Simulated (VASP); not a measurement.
Crystal: GaSb.

```
Ga Sb
1.0
     0.00000    3.10692    3.10692
     3.10692    0.00000    3.10692
     3.10692    3.10692    0.00000
Ga Sb
1 1
Direct
  0.00000 0.00000 0.00000
  0.25000 0.25000 0.25000
```

```yaml
Program: VASP 6.6.1
Task: relaxation of cell and atoms
Functional: PBEsol
Potentials_or_basis: VASP PAW PBE potentials, release 64 (Ga_d, Sb)
Cutoff: 600 eV
k_mesh: 12 × 12 × 12
Occupations: gaussian, width 0.1 eV
Spin: no spin polarisation
```

At the start: pressure -2.2 GPa; volume 29.99 Å³/atom.

Task: Where does the relaxation end?

Result: Over 3 steps the energy falls by 10.3 meV/atom and the volume is 28.57 Å³/atom (-4.7 %); space group F-43m (No. 216, to 0.05 Å).

Step by step:
| step | energy change (eV) | largest force (eV/Å) | pressure (GPa) | volume (Å³) |
| --- | --- | --- | --- | --- |
| 1 | 0.0000 | 0.0000 | -2.23 | 59.98 |
| 2 | -0.0192 | 0.0000 | 0.66 | 56.43 |
| 3 | -0.0207 | 0.0000 | 0.02 | 57.14 |

Final structure:
```
Ga Sb
1.0
     0.00000    3.05707    3.05707
     3.05707    0.00000    3.05707
     3.05707    3.05707    0.00000
Ga Sb
1 1
Direct
  0.00000 0.00000 0.00000
  0.25000 0.25000 0.25000
```

Caveat: the PAW data sets were made with another functional, which shifts forces and pressure a little.
